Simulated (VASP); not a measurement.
```
CELL_PARAMETERS angstrom
      4.89000     0.00000     0.00000
      0.00000     4.89000     0.00000
      0.00000     0.00000     4.89000
ATOMIC_POSITIONS crystal
  Si 0.50287 0.49179 0.50003
  Si 0.99656 0.00781 0.99839
  Mo 0.25153 0.99600 0.48897
  Mo 0.49887 0.25871 0.00614
  Mo 0.49935 0.74977 0.99482
  Mo 0.73532 0.99857 0.50176
  Mo 0.00304 0.49634 0.75963
  Mo 0.01247 0.50101 0.25025
```

The numbers are results of PBE GGA, VASP's PBE PAW potentials (set 64) (plane waves; VASP), not measurements. Settings: 300 eV cut-off, 5×5×5 Γ-centred mesh, first-order Methfessel-Paxton smearing of 0.10 eV, potentials Si Mo_sv.

At this cut-off the stress carries a Pulay error, which pulls relaxed volumes low.

Problem. The ions, cell shape and volume are relaxed. Which structure does the run end with?

Solution. 
```
CELL_PARAMETERS angstrom
      4.90262    -0.00002    -0.00007
     -0.00002     4.90367    -0.00002
     -0.00006    -0.00002     4.90292
ATOMIC_POSITIONS crystal
  Si 0.50007 0.49994 0.49997
  Si 0.00007 0.99998 0.99996
  Mo 0.24995 0.00001 0.50000
  Mo 0.49997 0.25002 0.00000
  Mo 0.49996 0.75004 0.00006
  Mo 0.74996 0.00000 0.49997
  Mo 0.00002 0.50002 0.75004
  Mo 0.00001 0.49998 0.25001
```
Space group Pm-3n (223), at a tolerance of 0.03 Å.

Problem. How do energy and volume change from the first to the last step?

Solution. The energy (σ→0) changes by -24.8 meV/atom and the volume by +0.8 %, in 14 ionic steps.

The structure is a typed Mo3Si crystal. In the starting cell atoms are displaced from their ideal sites. This run relaxes it. The run is one of a series of settings (EDIFFG = -0.01, IBRION = 2, ISIF = 3, NSW = 50 against the base run), some of them coarse on purpose.
